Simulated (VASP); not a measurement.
Calculation: PBE GGA, VASP's PBE PAW potentials (set 64) (plane waves; VASP).

VASP input:

POSCAR:
```
TaCr
1
    1.4485950000     0.8363470000     4.6283510000
   -1.4485950000     0.8363470000     4.6283510000
    0.0000000000    -1.6726940000     4.6283510000
Cr Ta
1 1
Direct
  0.0000000000   0.0000000000   0.0000000000
  0.5000000000   0.5000000000   0.5000000000
```

**INCAR**
```
SYSTEM = TaCr
PREC = Accurate
ENCUT = 300
EDIFF = 1E-6
NELM = 100
ALGO = Normal
LREAL = .FALSE.
LASPH = .TRUE.
ISMEAR = -1
SIGMA = 0.136
GGA = PE
LMAXMIX = 6
LWAVE = .FALSE.
LCHARG = .FALSE.
ISIF = 2
ISPIN = 2
MAGMOM = 3.0 0.0
LORBIT = 11
```

**KPOINTS**
```
K-points
0
gamma
7 7 7
0 0 0
```

POTCAR, in this order: Cr_pv Ta_pv (PBE.64 set). Program: vasp_std.

At this cut-off the stress carries a Pulay error, which pulls relaxed volumes low. The moments were started parallel, and other spin orders were not tried in this run. Unless said otherwise, spin-orbit coupling is left out, though it shifts the bands of the heavy elements here.

Question: Estimate the energy per atom (σ→0), cell moment, pressure, band gap (on the k-mesh).

Answer: 
The energy per atom (σ→0) is -10.124 eV/atom. The cell moment is 1.97 μB and the band gap (on the k-mesh) is none (metal, semimetal or under 0.01 eV). The pressure is -6.66 GPa.

**OSZICAR**
```
...
DAV:  15    -0.203438245204E+02   -0.76033E-03   -0.46882E-03  3529   0.460E-01    0.250E-01
DAV:  16    -0.203454063779E+02   -0.15819E-02   -0.23038E-02  3781   0.629E-01    0.550E-02
DAV:  17    -0.203455263642E+02   -0.11999E-03   -0.36124E-04  3434   0.132E-01    0.255E-02
DAV:  18    -0.203455264430E+02   -0.78812E-07   -0.24827E-05  4624   0.271E-02    0.202E-02
DAV:  19    -0.203455285292E+02   -0.20862E-05   -0.23689E-04  3764   0.626E-02    0.125E-02
DAV:  20    -0.203455327190E+02   -0.41898E-05   -0.51401E-05  3730   0.318E-02    0.294E-03
DAV:  21    -0.203455328454E+02   -0.12635E-06   -0.16200E-06  1670   0.625E-03
   1 F= -.20345533E+02 E0= -.20248600E+02  d E =-.193865E+00  mag=     1.9733
```

The structure was generated: TaCr was put into an ordered model structure, which need not be its known phase. The cell was not relaxed at this level. The k-mesh is coarse (spacing up to 0.36 per Å, 2π included), so the numbers may not be converged in it.
